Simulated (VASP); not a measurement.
Ba2Tl5V3O12:

```
CELL_PARAMETERS angstrom
10.97457 0.00000 0.00000
0.00000 10.97457 0.00000
0.00000 0.00000 6.60400
ATOMIC_POSITIONS crystal
Ba 0.00000 0.50000 0.00000
Ba 0.50000 0.00000 0.00000
V 0.50000 0.50000 0.00000
V 0.50000 0.00000 0.50000
V 0.00000 0.50000 0.50000
Tl 0.50000 0.50000 0.50000
Tl 0.71260 0.28740 0.40228
Tl 0.28740 0.71260 0.40228
Tl 0.71260 0.71260 0.59772
Tl 0.28740 0.28740 0.59772
O 0.41064 0.58936 0.15770
O 0.58936 0.41064 0.15770
O 0.58936 0.58936 0.84230
O 0.41064 0.41064 0.84230
O 0.58661 0.08570 0.33378
O 0.41339 0.08570 0.66622
O 0.58661 0.91430 0.66622
O 0.41339 0.91430 0.33378
O 0.08570 0.58661 0.33378
O 0.08570 0.41339 0.66622
O 0.91430 0.58661 0.66622
O 0.91430 0.41339 0.33378
```

The cell was built by a generator and needn't be a form met in nature.

```yaml
Program: VASP 6.6.1
Task: single point
Functional: PBE
Potentials_or_basis: VASP PAW PBE potentials, release 64 (Ba_sv, V_sv, Tl_d, O)
Cutoff: 520 eV
k_mesh: 3 × 3 × 4
Occupations: fermi-dirac, width 0.05 eV
Spin: collinear spin, ferromagnetic start
Starting_moments: "[0.0, 0.0, 2.0, 2.0, 2.0, 0.0, 0.0, 0.0, 0.0, 0.0, 0.0, 0.0, 0.0, 0.0, 0.0, 0.0, 0.0, 0.0, 0.0, 0.0, 0.0, 0.0] μB"
```

On this cell: pressure 0.4 GPa; largest force 0.210 eV/Å; net moment 0.00 μB per cell; band gap on the k mesh 2.57 eV, indirect (least direct gap 2.63 eV).

The same run follows on a disturbed copy (atoms moved at random, drawn with an rms of 0.05 Å):

```
Ba V Tl O
1.0
    10.97457    0.00000    0.00000
     0.00000   10.97457    0.00000
     0.00000    0.00000    6.60400
Ba V Tl O
2 3 5 12
Direct
  0.00237 0.50345 0.00263
  0.50325 0.99894 0.99964
  0.49480 0.49608 0.99716
  0.49603 0.00367 0.50714
  0.99945 0.50207 0.50463
  0.49988 0.49740 0.50633
  0.71398 0.29315 0.40002
  0.29212 0.71286 0.40352
  0.71695 0.71495 0.59904
  0.28878 0.28772 0.59464
  0.40674 0.58805 0.15568
  0.59061 0.41489 0.16125
  0.58253 0.58667 0.84450
  0.40947 0.40888 0.84991
  0.58728 0.08355 0.34103
  0.41744 0.08633 0.66737
  0.58186 0.91144 0.67070
  0.41205 0.91409 0.33588
  0.08427 0.59135 0.33601
  0.08500 0.41479 0.66716
  0.91219 0.58623 0.66592
  0.91258 0.41289 0.33962
```

**Question.** What changes?

**Answer.** The energy moves by +17.2 meV/atom; pressure 0.9 GPa; largest force 4.332 eV/Å; net moment 0.00 μB per cell; band gap on the k mesh 2.48 eV, indirect (least direct gap 2.50 eV).

Forces on the atoms (eV/Å):
```
Ba  -0.068 -0.078  0.216
Ba  -0.016 -0.067  0.674
V    1.416  1.622  2.519
V    2.038 -2.895 -2.496
V    0.148 -0.253 -1.343
Tl  -0.017  0.133 -0.318
Tl  -0.044 -0.105  0.017
Tl   0.007  0.020  0.009
Tl  -0.267  0.035  0.044
Tl  -0.140  0.049  0.005
O   -0.135 -0.098  0.064
O   -0.093 -0.260 -0.060
O    0.479  0.443 -0.748
O   -1.511 -1.685 -1.515
O    0.121  0.411 -0.047
O   -1.917  1.966  1.812
O    0.005  0.135 -0.205
O   -0.141  0.342  0.247
O   -0.171 -0.210  0.342
O    0.402 -0.221  0.223
O   -0.364  0.470  0.536
O    0.269  0.246  0.025
```

Stress tensor (GPa, compression positive):
```
 0.79 -0.20 -0.25
-0.20  0.76  0.58
-0.25  0.58  1.27
```

Caveats: spin-orbit coupling is left out, which as a rule narrows the gap of such compounds by several tenths of an eV; an odd mesh through Γ misses points on the zone boundary, where band edges often lie.
